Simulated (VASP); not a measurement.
Here is a VASP 6.6.1 calculation.

POSCAR

```
Al
1.0
    2.8227746037      0.0000000000      0.0000000000
    0.0000000000      2.8227746037      0.0000000000
    0.0000000000      0.0000000000     26.9760183844
Al
7
Direct
    0.5000000000      0.5000000000      0.2767324114
    0.0000000000      0.0000000000      0.3521258707
    0.5000000000      0.5000000000      0.4258702239
    0.0000000000      0.0000000000      0.4999999923
    0.5000000000      0.5000000000      0.5741298076
    0.0000000000      0.0000000000      0.6478741435
    0.5000000000      0.5000000000      0.7232675506
```

Contents of INCAR.step1:

```
SYSTEM = Al
PREC = Accurate
ENCUT = 520
ISMEAR = 0
SIGMA = 0.1
LREAL = .False.
LASPH = .True.
NELM = 100
LDIPOL = .True.
IDIPOL = 3
DIPOL = 0.5 0.5 0.500
NBANDS = 20
GGA = PE
ALGO = Normal
EDIFF = 1E-4
LWAVE = .True.
LCHARG = .False.
```

INCAR.step2

```
SYSTEM = Al
PREC = Accurate
ENCUT = 520
EDIFF = 1E-7
ISMEAR = 0
SIGMA = 0.1
LREAL = .False.
LASPH = .True.
NELM = 100
ALGO = Normal
ISIF = 2
LWAVE = .False.
LCHARG = .False.
LDIPOL = .True.
IDIPOL = 3
DIPOL = 0.5 0.5 0.500
METAGGA = R2SCAN
LMIXTAU = .True.
NBANDS = 20
ISTART = 1
```

KPOINTS

```
Automatic mesh
0
Gamma
  12 12 1
  0 0 0
```

Potentials or basis: VASP PAW PBE potentials, release 64 (Al).

Command:

```bash
$ cat potpaw_PBE.64/Al/POTCAR > POTCAR
$ cp INCAR.step1 INCAR
$ mpirun -np 1 vasp_std > vasp.out
$ cp INCAR.step2 INCAR
$ mpirun -np 1 vasp_std > vasp.out
```

Q: Predict the band gap on the k mesh.

A: None (metal or under the smearing width).

Q: Estimate the largest force.

A: 0.011 eV/Å.

Forces in eV/Å, atoms in the order of the input:
```
Al   0.000  0.000  0.011
Al   0.000  0.000  0.002
Al   0.000  0.000  0.003
Al   0.000  0.000  0.000
Al   0.000  0.000 -0.003
Al   0.000  0.000 -0.002
Al   0.000  0.000 -0.011
```

Caveat: the PAW data sets were made with another functional, which shifts forces and pressure a little.
